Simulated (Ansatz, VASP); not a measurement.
## Cross-check of TaN between VASP and Ansatz

Aim: how closely do two programs agree when they are given the same cell, functional and k mesh? The cell is taken from a series of runs on this material, whose earlier steps may have relaxed, scaled, displaced or heated it; both programs get it as it stands.

Main program and level: Ansatz 0.2.0; plane waves, with VASP 6.6.1 beside it; zone-centre phonons at PBEsol.

## 1. The structure

It takes space group P-6m2 (No. 187, hexagonal). Conventional cell: a = 2.913 Å, b = 2.913 Å, c = 2.862 Å, α = 90.00°, β = 90.00°, γ = 120.00°. N has 6 Ta at 2.21 Å nearest. Ta has 6 N at 2.21 Å nearest. Farther neighbours and most contacts between anions are not listed.

As a file:

```cif
data_structure
_symmetry_space_group_name_H-M 'P-6m2'
_symmetry_Int_Tables_number 187
_cell_length_a 2.9134
_cell_length_b 2.9134
_cell_length_c 2.8622
_cell_angle_alpha 90.000
_cell_angle_beta 90.000
_cell_angle_gamma 120.000
_cell_volume 21.04
loop_
_atom_site_label
_atom_site_type_symbol
_atom_site_symmetry_multiplicity
_atom_site_Wyckoff_symbol
_atom_site_fract_x
_atom_site_fract_y
_atom_site_fract_z
_atom_site_occupancy
N1 N 1 e 0.66667 0.33333 0.00000 1
Ta1 Ta 1 b 0.00000 0.00000 0.50000 1
```

## 2. Ansatz: zone-centre phonons, PBEsol

Ansatz runs on its PAW soft_1 files.

Second derivatives magnify differences that forces hide, and they need a tight electronic threshold.

input.yaml reads:

```yaml
crystal:
  lattice:
    - [2.9134240197, 0.0, 0.0]
    - [-1.4567120098, 2.5230992131, 0.0]
    - [0.0, 0.0, 2.8622405578]
  atoms:
    - { symbol: "N", position: [0.6666666667, 0.3333333333, 0.0] }
    - { symbol: Ta, position: [0.0, 0.0, 0.5] }
kpoints:
  mp_grid: { grid: [18, 18, 16] }
hamiltonian:
  xc: pbesol
  pseudopotentials: { kind: paw, azcp: { folder: soft_1 }, xc_functional: pbe }
scf:
  occupations: { method: methfessel_paxton, width: 0.2 }
output:
  eigenvalues: true
phonons:
  method: dfpt
```

Command:

```console
$ ansatz run input.yaml --threads 4 --pin off --max-ram 10240MiB --backend cpu --events-out ev --progress --plain --runs-dir out
```

Numbers of over 12 decimals in the logs are rounded to 6 here.

What it wrote:

```text
zone centre: on kpoints.mp_grid the ground state, and the responses unless they are solved on pairs of k-points, stand on 819 of the mesh's 5184 k-points, reduced under 4 symmetry operations, with k and −k counted as one. Each operation leaves every solved displacement unchanged or reverses it
Engine: ansatz 0.2.0, x86_64-unknown-linux-gnu
Pseudopotentials: kind: paw
Pseudopotential: N, paw, valence charge 5, recommended cutoff 420 eV (normal), soft_1/N.paw.azcp
Pseudopotential: Ta, paw, valence charge 13, recommended cutoff 420 eV (normal), soft_1/Ta.paw.azcp
Functional definition: PBEsol
  exchange = pbesol_x
  correlation = pbesol_c
Crystal: 2 atoms, lattice volume = 21.040 Å³
Basis set: ecut = 420 eV, 405 PW (Γ), exchange–correlation on 40×40×40 points (8 copies of the dense FFT grid, shifted against one another)
Bands: 13, of which v1, the nominal top of the filled ones, is band 9 counted from 1 (8 counted from 0)
Symmetry: 12 space group operations
k-points: 819 of 5184 (irreducible under 4 space group operations, time reversal used)
Non-local potential: N, projectors of the file, l = 0: 2, l = 1: 2, l = 2: 1
Non-local potential: Ta, projectors of the file, l = 0: 3, l = 1: 2, l = 2: 2, l = 3: 1
PAW form: soft (Blöchl's): semilocal exchange-correlation on the pseudo side does not see the compensation charge
PAW frozen core: N, regenerated for the run's functional, and the local potential with it (the file was generated under x = pbe(κ = 0.804, μ = 0.219515), c = pbe(β = 0.066725))
PAW frozen core: Ta, regenerated for the run's functional, and the local potential with it (the file was generated under x = pbe(κ = 0.804, μ = 0.219515), c = pbe(β = 0.066725))
PAW one-centre angular grid: N, 110 points (default); XC on 64 Gauss nodes
PAW one-centre angular grid: Ta, 590 points (default); XC on 64 Gauss nodes
Initial density: superposition of atomic densities (chi_scale 0.1, normalization cell, long waves kept (reshape's long-wave potential 0.00 eV rms))
Initial wavefunctions: pseudopotential atomic-orbital guess
Functional: x = pbesol(κ = 0.804, μ = 0.123457), c = pbesol(β = 0.046)
SCF iter   1: F=—  HF=-10188.580668 eV  |F-HF|=—  |Δ(HF+E_count)|=         —  Δρ=4.91e-2  dr2=2.83e-1  ethr=3.10e-3  ⟨swp⟩=5.0  Hψ=52891  notcnv=0
preconditioner: auto → none  [metal: Δε(μ)=0.073 eV  Ē_g=11.380 eV  σ=0.200 eV  W_gap=0.30  n_scr=8 (ndim 8)  ℏωp=25.6 eV  f_vac=0.000  D(μ)=0.05/eV (n_scr^D=0)  sad-step TF]
SCF iter   2: F=—  HF=-10188.571808 eV  |F-HF|=—  |Δ(HF+E_count)|=   8.86e-3  S|Δr|=    0.00e0  Δρ=3.08e-2  dr2=1.23e-1  ethr=1.57e-3  ⟨swp⟩=1.0  Hψ=17199  notcnv=0
SCF iter   3: F=—  HF=-10188.557343 eV  |F-HF|=—  |Δ(HF+E_count)|=   1.45e-2  S|Δr|=    0.00e0  Δρ=1.64e-3  dr2=2.38e-4  ethr=6.81e-4  ⟨swp⟩=2.6  Hψ=14668  notcnv=0
SCF iter   4: F=—  HF=-10188.557465 eV  |F-HF|=—  |Δ(HF+E_count)|=   1.22e-4  S|Δr|=    0.00e0  Δρ=3.87e-4  dr2=2.73e-5  ethr=1.32e-6  ⟨swp⟩=2.4  Hψ=17403  notcnv=0
SCF iter   5: F=—  HF=-10188.557460 eV  |F-HF|=—  |Δ(HF+E_count)|=   5.16e-6  S|Δr|=    0.00e0  Δρ=3.87e-5  dr2=1.50e-7  ethr=1.52e-7  ⟨swp⟩=2.0  Hψ=14072  notcnv=0
SCF iter   6: F=—  HF=-10188.557461 eV  |F-HF|=—  |Δ(HF+E_count)|=   7.85e-7  S|Δr|=    0.00e0  Δρ=8.20e-6  dr2=4.85e-9  ethr=8.31e-10  ⟨swp⟩=2.0  Hψ=17237  notcnv=0
SCF iter   7: F=—  HF=-10188.557461 eV  |F-HF|=—  |Δ(HF+E_count)|=  4.29e-10  S|Δr|=    0.00e0  Δρ=1.31e-6  dr2=8.63e-11  ethr=2.70e-11  ⟨swp⟩=2.8  Hψ=17928  notcnv=0
SCF iter   8: F=-10188.557461 eV  HF=-10188.557461 eV  |F-HF|=5.46e-12  |Δ(HF+E_count)|=  3.27e-11  S|Δr|=    0.00e0  Δρ=6.98e-8  dr2=3.30e-13  ethr=1.00e-12  ⟨swp⟩=5.9  Hψ=44829  notcnv=0
the search or the solves at the SCF's close seem to have found levels that the self-consistency loop had missed (the run counts 5). By its estimate they hold under 1e-12 electrons; where the run keeps them, the occupations were computed again with them
SCF 1 converged in 8 iterations: F = -10188.557461 eV  dr2 = 3.30e-13
  greatest PAW one-centre occupation: 0.999 electrons in one spin orbital (limit 2), on the Ta atom at site 1 (counted from 0), in its partial waves of l = 0
DFPT response loops at Γ: preconditioner auto → Kerker (q_TF=auto, 2.658 Å⁻¹) (partly filled bands, converged f_vac=0.000); β = 1.00, the filter's whole step (`scf.mixing.beta` (0.50) is not read by the response loops under this deck's `scf.mixing.preconditioner`; to damp them name `kerker` or `kerker_dos`, under which they read `scf.mixing.beta`, and type it under 1.00, their step now; both keys bind the ground state too); Broyden in place of MSR1
SCF converged after 8 iterations
Stability not checked: this state was not tested for a lower state beside it, because cold or Methfessel-Paxton smearing, or corrected tetrahedra, fill the levels in a way that the test cannot read (fill_not_monotonic; see scf.lower_state_search)
Free energy (F): -10188.557461 eV
Harris-Foulkes:  -10188.557461 eV  (|F-HF|=5.46e-12)
Internal energy: -10188.557927 eV  (E = F + TS)
E sigma→0 (E₀):  -10188.557578 eV
Entropy (-TS):   0.000466 eV (0.233 meV/atom)
Fermi energy:    20.457139 eV
--- Per-component energies (eV) ---
  E_band       = -47.167832
  E_kinetic    = 524.684911
  E_local      = -574.331996  (includes V_loc(G=0)·N_el)
  E_nonlocal   = 26.480041
  E_hartree    = 206.071042
  E_xc         = -379.473332
  E_vxc        = -310.780587  (∫ρ·V_xc dr)
  E_paw        = -8304.695039  (= ΣΔE_a)
  E_vpaw       = -125.363177  (= ΣTr[D̂ρ^β])
  E_aug_tail   = 0.000887  (compensation charges beyond the density's cutoff)
  E_ewald      = -1687.536253
  E_core_change = 0.241812  (= ΣΔE_core)
  E_smearing   = 0.000466  (= −TS)
  E_closure    = 0.000000  (closes the sum)
  Σ components = -10188.557461   (vs F -10188.557461, Δ=0.00e0)
--- Band table (eV; the first three rows and the last of 819) ---
  k-point 0: bands = [... 5 lower, 15.8388, 15.8388, 16.1698, 17.5438, 22.8782, 24.1983, 24.1983, 24.6356]
  k-point 1: bands = [... 5 lower, 15.8592, 15.8720, 15.8720, 17.8035, 23.0208, 23.5662, 23.5662, 25.1191]
  k-point 2: bands = [... 5 lower, 15.1687, 15.9673, 15.9673, 18.3901, 22.7337, 22.7337, 23.4073, 25.4994]
  k-point 818: bands = [... 5 lower, 12.7337, 13.5477, 16.3114, 19.4580, 24.7492, 25.7028, 26.7690, 27.8513]
--- Phonons (Γ-DFPT): 4 representative perturbations + reference, on 819 of 5184 k-points (Σ response iterations 12) ---
  k mesh reduced under 4 symmetry operations, with k and −k counted as one. Each operation leaves every solved displacement unchanged or reverses it
  ASR residual: 1.404e-5 → 0.000e0 eV/Å²; symmetrization residual: 2.495e-6 eV/Å²
  ASR residual per site (eV/Å²): 1.40e-5 1.04e-5
  Γ frequencies (cm⁻¹): 0.00 0.00 0.00 541.36 541.36 566.78
  non-analytic LO–TO correction: not included (Born effective charges unavailable; polar crystals: no LO–TO splitting at Γ)
```

[end of part 1 of 2]

[Lines on the potential files, build, host, timing and source positions are cut from VASP's logs without a mark.]

[Logs are printed without paths, hosts, clocks, repeated set-up lines and the standing remarks that a program may print on its own settings, such as how far it seeks lower states.]

[Hosts, paths, dates, database ids (printed as entryN), source tags and the programs' standing remarks are cut or masked in the printed files.]
